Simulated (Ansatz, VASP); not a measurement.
One calculation of RbCaH3, two programs

Contents of INCAR:

```
PREC = Accurate ; ENCUT = 520
EDIFF = 1E-7 ; ISMEAR = 0
SIGMA = 0.05 ; LREAL = False
LASPH = True ; NELM = 80
ALGO = Normal ; ISIF = 2
LWAVE = False ; LCHARG = True
GGA = CA ; LELF = True
LVHAR = True ; NBANDS = 19
```

The input KPOINTS:

```
regular mesh
0
Gamma
  6 6 6
```

POSCAR

```
RbCaH3
1.0
    4.5470000000      0.0000000000      0.0000000000
    0.0000000000      4.5470000000      0.0000000000
    0.0000000000      0.0000000000      4.5470000000
Rb Ca H
1 1 3
Direct
    0.0000000000      0.0000000000      0.0274906532
    0.5000000000      0.5000000000      0.5000000000
    0.0000000000      0.5000000000      0.5000000000
    0.5000000000      0.0000000000      0.5000000000
    0.5000000000      0.5000000000      0.0000000000
```

Input for Ansatz:

```yaml
crystal:
  lattice:
    - [4.547, 0.0, 0.0]
    - [0.0, 4.547, 0.0]
    - [0.0, 0.0, 4.547]
  atoms:
    - { symbol: Rb, position: [0.0, 0.0, 0.0274906532] }
    - { symbol: Ca, position: [0.5, 0.5, 0.5] }
    - { symbol: H, position: [0.0, 0.5, 0.5] }
    - { symbol: H, position: [0.5, 0.0, 0.5] }
    - { symbol: H, position: [0.5, 0.5, 0.0] }
basis:
  ecutwfc: 420
kpoints:
  mp_grid: { grid: [6, 6, 6] }
hamiltonian:
  xc: lda
scf:
  occupations: { method: gaussian, width: 0.05 }
output:
  forces: true
  stress: true
  eigenvalues: true
```

Change from the starting cell: all Rb atoms moved +0.125 Å, as atom 1 along Cartesian [0 0 1].

Alike in both runs: task single point; functional LDA; k mesh 6 × 6 × 6; occupations gaussian, width 0.05 eV; no spin polarisation.

|  | VASP | Ansatz |
| --- | --- | --- |
| version | VASP 6.6.1 | Ansatz 0.2.0 |
| potentials or method | VASP PAW LDA potentials, release 64 (Rb_sv, Ca_sv, H) | scalar-relativistic, plane waves, PAW |
| plane-wave cutoff (eV) | 520 | 420 |
| valence electrons in the cell | 22 | 22 |

VASP gave:

* gap on the k mesh at the Fermi level (eV): 2.92
* least direct gap on the mesh (eV): 2.92
* pressure (GPa): -2.3
* rms of the force components (eV/Å): 0.039

Problem. Estimate Ansatz's values.

Solution. gap on the k mesh at the Fermi level (eV): 2.93; least direct gap on the mesh (eV): 2.93; pressure (GPa): -2.4; rms of the force components (eV/Å): 0.039.

Atom by atom the forces differ by 0.000 eV/Å (rms over components).

A k mesh can miss the band edges.
